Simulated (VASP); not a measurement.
Si2B3:

```
Si B
1.0
     3.71729    0.00000    0.00000
     0.00000    3.71729    0.00000
     0.00000    0.00000    3.71729
Si B
2 3
Direct
  0.50000 0.50000 0.50000
  0.00000 0.00000 0.00000
  0.50000 0.00000 0.00000
  0.00000 0.50000 0.00000
  0.00000 0.00000 0.50000
```

The cell was built by a generator and needn't be a form met in nature.

| Property | Result |
| --- | --- |
| Program | VASP 6.6.1 |
| Task | relaxation of cell and atoms |
| Functional | PBE |
| Potentials or basis | VASP PAW PBE potentials, release 64 (Si, B) |
| Cutoff | 520 eV |
| k mesh | 5 × 5 × 5 |
| Occupations | gaussian, width 0.15 eV |
| Spin | no spin polarisation |

At the start: pressure 32.6 GPa; volume 10.27 Å³/atom.

Problem. How do energy, volume and symmetry change on relaxing?

Solution. Over 3 steps the energy falls by 209.5 meV/atom and the volume is 12.67 Å³/atom (+23.4 %); space group Pm-3m (No. 221, to 0.05 Å).

The path:
```csv
step,energy change (eV),largest force (eV/Å),pressure (GPa),volume (Å³)
1,0.0000,0.0000,32.57,51.37
2,-0.9321,0.0000,-6.95,68.51
3,-1.0474,0.0000,0.17,63.37
```

Final structure:
```
Si B
1.0
     3.98682    0.00000    0.00000
     0.00000    3.98682    0.00000
     0.00000    0.00000    3.98682
Si B
2 3
Direct
  0.50000 0.50000 0.50000
  0.00000 0.00000 0.00000
  0.50000 0.00000 0.00000
  0.00000 0.50000 0.00000
  0.00000 0.00000 0.50000
```

Caveat: the volume moved by over 15 % at a fixed basis, so the end points are rough.
